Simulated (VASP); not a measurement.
Given:

```
TiO2
1.0
   -1.88838     1.88838     4.76582
    1.88838    -1.88838     4.76582
    1.88838     1.88838    -4.76582
Ti O
2 4
Cartesian
  0.00000   1.88838   2.38291
  0.00000   0.00000   0.00000
  0.00000   1.88838   0.39989
  0.00000   0.00000   7.54861
  0.00000   0.00000   1.98302
  0.00000   1.88838   4.36593
```

The numbers are results of PBEsol GGA, VASP's PBE PAW potentials (set 64) (plane waves; VASP 6.6.1), not measurements. Settings: 520 eV cut-off, Gaussian smearing of 0.050 eV, potentials Ti_sv O.

Task: Give the energies of bands 14 to 27 at the high-symmetry points, in eV from the valence-band maximum.

Result: 
| band | Γ | X | P | N | M | S | R |
|---|---|---|---|---|---|---|---|
| 14 | -3.88 | -4.53 | -4.41 | -4.30 | -3.79 | -3.83 | -4.68 |
| 15 | -3.88 | -4.27 | -4.33 | -3.75 | -3.74 | -3.81 | -4.01 |
| 16 | -3.50 | -4.27 | -4.33 | -3.72 | -3.74 | -3.74 | -4.01 |
| 17 | -2.12 | -3.86 | -3.90 | -3.49 | -2.10 | -3.02 | -3.69 |
| 18 | -2.12 | -3.86 | -3.90 | -2.24 | -2.10 | -3.00 | -3.69 |
| 19 | -2.04 | -2.69 | -3.03 | -2.10 | -1.38 | -2.29 | -2.81 |
| 20 | -0.79 | -2.69 | -3.03 | -2.02 | -1.38 | -1.92 | -2.81 |
| 21 | -0.79 | -2.12 | -1.64 | -2.00 | -1.29 | -1.22 | -1.95 |
| 22 | -0.79 | -2.12 | -1.64 | -0.98 | -1.29 | -0.95 | -1.95 |
| 23 | -0.49 | -0.05 | -0.26 | -0.86 | -0.13 | -0.93 | -0.09 |
| 24 | -0.49 | -0.05 | -0.26 | -0.66 | -0.13 | -0.84 | -0.09 |
| 25 | 2.06 | 3.32 | 3.56 | 3.21 | 2.42 | 3.19 | 3.28 |
| 26 | 2.81 | 3.32 | 3.56 | 3.54 | 2.42 | 3.46 | 3.28 |
| 27 | 3.98 | 3.81 | 3.58 | 3.54 | 3.76 | 3.55 | 3.75 |

The gap is indirect, 2.06 eV, from the valence maximum at Γ-X at 0.89 to the conduction minimum at Γ.

The compound is TiO2 in the anatase structure, one of several forms; rutile is the usual stable one. It was relaxed first.
